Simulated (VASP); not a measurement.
Consider the following.

```
CELL_PARAMETERS angstrom
      2.31429    -4.00847     0.00000
      2.31429     4.00847     0.00000
      0.00000     0.00000     7.53151
ATOMIC_POSITIONS crystal
  Mg 0.66667 0.33333 0.49983
  Mg 0.33333 0.66667 0.99983
  Te 0.66667 0.33333 0.87617
  Te 0.33333 0.66667 0.37617
```

These are PBE GGA with D3 dispersion (Becke-Johnson damping), VASP's PBE PAW potentials (set 64) (plane waves; VASP) values and carry that method's errors. Settings: 520 eV cut-off, 6×6×3 Γ-centred mesh, Gaussian smearing of 0.050 eV, potentials Mg Te.

Unless said otherwise, spin-orbit coupling is left out, though it shifts the bands of the heavy elements here.

### Question
What does the run give for the energy per atom (σ→0), pressure, band gap (on the k-mesh) with the smallest direct gap where there is one?

### Answer

```
Item                                         Result
-----------------------------------  --------------
band gap (on the k-mesh)                    2.30 eV
smallest direct gap (on the k-mesh)         2.30 eV
energy per atom (σ→0)                -3.481 eV/atom
pressure                                  -1.94 GPa
```

Only differences to runs with the same potentials and settings are physical.

The compound is MgTe in the wurtzite structure. This cell is one point of a volume scan, at 1.06 of the reference volume.
